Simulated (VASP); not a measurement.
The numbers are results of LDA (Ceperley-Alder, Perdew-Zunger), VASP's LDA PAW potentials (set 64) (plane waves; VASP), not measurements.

VASP input:

INCAR:
```
ALGO = Normal
EDIFF = 1E-6
EDIFFG = -0.02
ENCUT = 500
IBRION = 2
ISIF = 3
ISMEAR = 1
LASPH = .TRUE.
LCHARG = .FALSE.
LREAL = .FALSE.
LWAVE = .FALSE.
NELM = 100
NSW = 40
PREC = Accurate
PSTRESS = 300
SIGMA = 0.1
SYSTEM = Al
```

**POSCAR**
```
Al
1
    0.0000000000     1.8875042223     1.8875042223
    1.8875042223     0.0000000000     1.8875042223
    1.8875042223     1.8875042223     0.0000000000
Al
1
Direct
  0.0000000000   0.0000000000   0.0000000000
```

**KPOINTS**
```
Automatic mesh
0
Gamma
17 17 17
0 0 0
```

POTCAR, in this order: Al (LDA.64 set). Program: vasp_std.

The run wrote:

### OSZICAR
```
       N       E                     dE             d eps       ncg     rms          rms(c)
DAV:   1    -0.163423510599E+01   -0.16342E+01   -0.93814E+02  1810   0.330E+02
DAV:   2    -0.408848301537E+01   -0.24542E+01   -0.22780E+01  2205   0.339E+01
DAV:   3    -0.410380832752E+01   -0.15325E-01   -0.15319E-01  2080   0.314E+00
DAV:   4    -0.410383702804E+01   -0.28701E-04   -0.28702E-04  2115   0.143E-01
DAV:   5    -0.410383714399E+01   -0.11595E-06   -0.11455E-06  2215   0.740E-03    0.183E+00
DAV:   6    -0.408193182762E+01    0.21905E-01   -0.14197E-03  1830   0.242E-01    0.101E+00
DAV:   7    -0.406772686888E+01    0.14205E-01   -0.36844E-03  1785   0.388E-01    0.209E-01
DAV:   8    -0.406769202838E+01    0.34840E-04   -0.28094E-05  2400   0.502E-02    0.156E-02
DAV:   9    -0.406769173876E+01    0.28962E-06   -0.13619E-07  1605   0.283E-03
   1 F= -.15494091E+01 E0= -.15492967E+01  d E =-.154941E+01
       N       E                     dE             d eps       ncg     rms          rms(c)
DAV:   1    -0.375778970352E+01    0.30990E+00   -0.65042E-01  2045   0.588E+00    0.779E-01
DAV:   2    -0.375427374311E+01    0.35160E-02   -0.33012E-03  1810   0.542E-01    0.283E-01
DAV:   3    -0.375209673285E+01    0.21770E-02   -0.41339E-04  1990   0.133E-01    0.777E-02
DAV:   4    -0.375195600647E+01    0.14073E-03   -0.42931E-05  2030   0.430E-02    0.579E-02
DAV:   5    -0.375195558013E+01    0.42634E-06   -0.36919E-07  1500   0.577E-03
   2 F= -.15317790E+01 E0= -.15317166E+01  d E =0.176302E-01
       N       E                     dE             d eps       ncg     rms          rms(c)
DAV:   1    -0.395980982298E+01   -0.20785E+00   -0.18653E-01  2005   0.307E+00    0.419E-01
DAV:   2    -0.395873836857E+01    0.10715E-02   -0.96121E-04  1790   0.288E-01    0.158E-01
DAV:   3    -0.395806907733E+01    0.66929E-03   -0.12880E-04  1975   0.726E-02    0.389E-02
DAV:   4    -0.395803196229E+01    0.37115E-04   -0.11348E-05  2075   0.218E-02    0.303E-02
DAV:   5    -0.395803181416E+01    0.14812E-06   -0.12589E-07  1100   0.322E-03
   3 F= -.15734671E+01 E0= -.15734268E+01  d E =-.240579E-01
```

### OUTCAR
```
------------------------ aborting loop because EDIFF is reached ----------------------------------------
  FORCE on cell =-STRESS in cart. coord.  units (eV):
  Direction    XX          YY          ZZ          XY          YZ          ZX
  --------------------------------------------------------------------------------------
  Total        2.3688097      2.3688097      2.3688097     -0.0000000     -0.0000000      0.0000000
  in kB      298.0178693    298.0178693    298.0178693     -0.0000000     -0.0000000      0.0000000
  external PRESSURE =      -1.9821307 kB  Pullay stress =     300.0000000 kB
  volume of cell :       12.73
      direct lattice vectors                 reciprocal lattice vectors
    -0.000000000  1.853486743  1.853486743    -0.269761843  0.269761843  0.269761843
     1.853486743  0.000000000  1.853486743     0.269761843 -0.269761843  0.269761843
     1.853486743  1.853486743  0.000000000     0.269761843  0.269761843 -0.269761843
 POSITION                                       TOTAL-FORCE (eV/Angst)
 -----------------------------------------------------------------------------------
      0.00000      0.00000      0.00000        -0.000000      0.000000     -0.000000
 -----------------------------------------------------------------------------------
    total drift:                               -0.000000     -0.000000     -0.000000
  FREE ENERGIE OF THE ION-ELECTRON SYSTEM (eV)
  ---------------------------------------------------
  free  energy   TOTEN  =        -3.9580318142 eV

  energy  without entropy=       -3.9579108917  energy(sigma->0) =       -3.95799151
  enthalpy is  TOTEN    =        -1.5734670589 eV   P V=        2.3845647552

 reached required accuracy - stopping structural energy minimisation
```
(Selected blocks of OUTCAR.)

File CONTCAR:
```
Al
   1.00000000000000
    -0.0000000000000000    1.8534867434837343    1.8534867434837343
     1.8534867434837343    0.0000000000000000    1.8534867434837343
     1.8534867434837343    1.8534867434837343    0.0000000000000000
  Al
     1
Direct
     0.0000000000000000    0.0000000000000000    0.0000000000000000
```

Energy and stress use the plane-wave basis of the starting cell.

The compound is Al in the fcc structure. This run relaxes it under an external pressure of 30 GPa. Symmetry was kept, so distortions that lower it aren't found.
